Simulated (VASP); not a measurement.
```
CELL_PARAMETERS angstrom
     -1.88988     1.88988     1.88988
      1.88988    -1.88988     1.88988
      1.88988     1.88988    -1.88988
ATOMIC_POSITIONS crystal
  Sn 0.00000 0.00000 0.00000
```

All values below come from PBEsol GGA, VASP's PBE PAW potentials (set 64) (plane waves; VASP). Run with 300 eV cut-off, 10×10×10 Γ-centred mesh, Gaussian smearing of 0.27 eV, potentials Sn_d.

At this cut-off the stress carries a Pulay error, which pulls relaxed volumes low. Energy and stress use the plane-wave basis of the starting cell.

Task: The ions, cell shape and volume are relaxed. What does this cell relax into?

Result: 
```
CELL_PARAMETERS angstrom
     -1.86156     1.86156     1.86156
      1.86156    -1.86156     1.86156
      1.86156     1.86156    -1.86156
ATOMIC_POSITIONS crystal
  Sn 0.00000 0.00000 0.00000
```
Space group Im-3m (229), at a tolerance of 0.03 Å.

Task: How do energy and volume change from the first to the last step?

Result: The energy (σ→0) changes by -9.8 meV/atom and the volume by -4.4 %, in 3 ionic steps.

The structure was generated: Sn was put into an ordered model structure, which need not be its known phase. This run relaxes it. Symmetry was kept, so distortions that lower it aren't found. The run is one of a series of settings (EDIFFG = -0.01, IBRION = 2, ISIF = 3, NSW = 50 against the base run), some of them coarse on purpose.
